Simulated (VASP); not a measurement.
Output of a VASP run:

**OSZICAR**
```
...
DAV:   8    -0.147136285177E+02    0.17975E+00   -0.71294E-01   596   0.677E+00    0.109E+00
DAV:   9    -0.148171776781E+02   -0.10355E+00   -0.47252E-01   560   0.783E+00    0.758E-01
DAV:  10    -0.148688307413E+02   -0.51653E-01   -0.51228E-02   560   0.293E+00    0.545E-01
DAV:  11    -0.148697379189E+02   -0.90718E-03   -0.28227E-03   704   0.413E-01    0.359E-01
DAV:  12    -0.148708792957E+02   -0.11414E-02   -0.87737E-03   568   0.685E-01    0.279E-01
DAV:  13    -0.148712985146E+02   -0.41922E-03   -0.14272E-03   572   0.277E-01    0.225E-01
DAV:  14    -0.148713045423E+02   -0.60276E-05   -0.37604E-05   724   0.688E-02    0.144E-01
DAV:  15    -0.148713546836E+02   -0.50141E-04   -0.32435E-05   572   0.449E-02    0.693E-02
DAV:  16    -0.148713541736E+02    0.50999E-06   -0.27621E-05   572   0.643E-02    0.236E-02
DAV:  17    -0.148713524674E+02    0.17062E-05   -0.15610E-05   650   0.678E-02    0.795E-03
DAV:  18    -0.148713571143E+02   -0.46469E-05   -0.23660E-06   596   0.176E-02    0.580E-03
DAV:  19    -0.148713580606E+02   -0.94630E-06   -0.10095E-06   328   0.122E-02
   1 F= -.14871358E+02 E0= -.14871358E+02  d E =-.148714E+02
       N       E                     dE             d eps       ncg     rms          rms(c)
DAV:   1    -0.153083439818E+02   -0.43699E+00   -0.15324E+01   680   0.735E+01    0.352E+00
DAV:   2    -0.149537356773E+02    0.35461E+00   -0.68803E-01   680   0.144E+01    0.140E+00
DAV:   3    -0.148794333170E+02    0.74302E-01   -0.31773E-01   686   0.972E+00    0.311E-01
DAV:   4    -0.148828755936E+02   -0.34423E-02   -0.91645E-03   566   0.116E+00    0.180E-01
DAV:   5    -0.148805682706E+02    0.23073E-02   -0.31584E-03   566   0.562E-01    0.109E-01
DAV:   6    -0.148810709161E+02   -0.50265E-03   -0.51210E-03   560   0.783E-01    0.274E-02
DAV:   7    -0.148830754314E+02   -0.20045E-02   -0.20477E-03   560   0.558E-01    0.253E-02
DAV:   8    -0.148834363887E+02   -0.36096E-03   -0.83346E-05   596   0.132E-01    0.148E-02
DAV:   9    -0.148834859265E+02   -0.49538E-04   -0.44255E-05   572   0.597E-02    0.470E-03
DAV:  10    -0.148834971797E+02   -0.11253E-04   -0.19469E-05   578   0.759E-02    0.355E-03
DAV:  11    -0.148834984041E+02   -0.12244E-05   -0.32906E-07   340   0.747E-03    0.257E-03
DAV:  12    -0.148834998219E+02   -0.14178E-05   -0.47239E-07   304   0.106E-02    0.148E-03
DAV:  13    -0.148834996025E+02    0.21941E-06   -0.14770E-07   286   0.607E-03
   2 F= -.14883500E+02 E0= -.14883500E+02  d E =-.121415E-01
       N       E                     dE             d eps       ncg     rms          rms(c)
DAV:   1    -0.149138179162E+02   -0.30318E-01   -0.96467E-01   680   0.172E+01    0.926E-01
DAV:   2    -0.148892944898E+02    0.24523E-01   -0.49036E-02   686   0.392E+00    0.355E-01
DAV:   3    -0.148846960320E+02    0.45985E-02   -0.19374E-02   686   0.241E+00    0.735E-02
DAV:   4    -0.148848950043E+02   -0.19897E-03   -0.59894E-04   560   0.285E-01    0.423E-02
DAV:   5    -0.148848192101E+02    0.75794E-04   -0.22227E-04   560   0.168E-01    0.272E-02
DAV:   6    -0.148849001126E+02   -0.80902E-04   -0.27784E-04   560   0.191E-01    0.746E-03
DAV:   7    -0.148849856858E+02   -0.85573E-04   -0.11289E-04   560   0.135E-01    0.628E-03
DAV:   8    -0.148850136645E+02   -0.27979E-04   -0.86959E-06   596   0.458E-02    0.292E-03
DAV:   9    -0.148850147933E+02   -0.11288E-05   -0.18430E-06   506   0.132E-02    0.622E-04
DAV:  10    -0.148850152287E+02   -0.43539E-06   -0.25561E-07   280   0.950E-03
   3 F= -.14885015E+02 E0= -.14885015E+02  d E =-.136572E-01
```

OUTCAR:
```
------------------------ aborting loop because EDIFF is reached ----------------------------------------
  FORCE on cell =-STRESS in cart. coord.  units (eV):
  Direction    XX          YY          ZZ          XY          YZ          ZX
  --------------------------------------------------------------------------------------
  Total        0.0007641      0.0007641      0.0007641      0.0000000     -0.0000000     -0.0000000
  in kB        0.0174773      0.0174773      0.0174773      0.0000000     -0.0000000     -0.0000000
  external PRESSURE =       0.0174773 kB  Pullay stress =       0.0000000 kB
  volume of cell :       70.04
      direct lattice vectors                 reciprocal lattice vectors
     0.000000000  3.271752763  3.271752763    -0.152823283  0.152823283  0.152823283
     3.271752763  0.000000000  3.271752763     0.152823283 -0.152823283  0.152823283
     3.271752763  3.271752763 -0.000000000     0.152823283  0.152823283 -0.152823283
  FREE ENERGIE OF THE ION-ELECTRON SYSTEM (eV)
  ---------------------------------------------------
  free  energy   TOTEN  =       -14.8850152287 eV

  energy  without entropy=      -14.8850152287  energy(sigma->0) =      -14.88501523

 reached required accuracy - stopping structural energy minimisation
```
(Selected blocks of OUTCAR.)

**POSCAR**
```
PbTe
1
    0.0000000000     3.2300000000     3.2300000000
    3.2300000000     0.0000000000     3.2300000000
    3.2300000000     3.2300000000     0.0000000000
Te Pb
1 1
Direct
  0.5000000000   0.5000000000   0.5000000000
  0.0000000000   0.0000000000   0.0000000000
```

Reconstruct the remaining input files.

Several could match; the one computed here: the input of the run itself, TPSS meta-GGA, plane waves, VASP's PBE PAW potentials (set 64).

**INCAR**
```
SYSTEM = PbTe
PREC = Accurate
ENCUT = 520
EDIFF = 1E-6
NELM = 100
ALGO = Normal
LREAL = .FALSE.
LASPH = .TRUE.
ISMEAR = 0
SIGMA = 0.05
METAGGA = TPSS
LMIXTAU = .TRUE.
LMAXMIX = 4
LWAVE = .FALSE.
LCHARG = .FALSE.
IBRION = 2
ISIF = 3
NSW = 60
EDIFFG = -0.01
```

KPOINTS:
```
Automatic mesh
0
Gamma
7 7 7
0 0 0
```

POTCAR, in this order: Te Pb_d (PBE.64 set). Program: vasp_std.

Energy and stress use the plane-wave basis of the starting cell.

The compound is PbTe in the rock salt structure. This run relaxes it. Symmetry was kept, so distortions that lower it aren't found.
